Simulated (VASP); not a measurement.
A convergence study with VASP on HfO₂ (fluorite): one setting is varied, all else stays as given below, so the limit is that of these other settings. ε∞ is the independent-particle value.

```
HfO2
1.0
    0.00000     2.54000     2.54000
    2.54000     0.00000     2.54000
    2.54000     2.54000     0.00000
Hf O
1 2
Cartesian
  0.00000   0.00000   0.00000
  1.27000   1.27000   1.27000
  3.81000   3.81000   3.81000
```

Method: PBE GGA, VASP's PBE PAW potentials (set 64) (plane waves; VASP). The tightest run used: 700 eV cut-off, 6×6×6 Γ-centred mesh, Gaussian smearing of 0.050 eV, potentials Hf_pv O.

```tsv
setting	mean ε∞	bands
NBANDS = 12	1.94	12
NBANDS = 13	2.63	13
NBANDS = 15	4.25	15
NBANDS = 19	4.94	19
```

### Question
These are the cheaper rows. Estimate the results at NBANDS = 139, and how far the last row shown lies from them.

### Answer

```csv
quantity,tightest run,last row shown is off by
mean ε∞,5.37,-0.43
```

Left out are rungs that failed or repeat a setting and relaxations that didn't move; long series are thinned to 24 rows.

The compound is HfO2 in the fluorite structure, the high-temperature cubic form, which is unstable at 0 K; the monoclinic form is the stable one. The cell was not relaxed at this level.
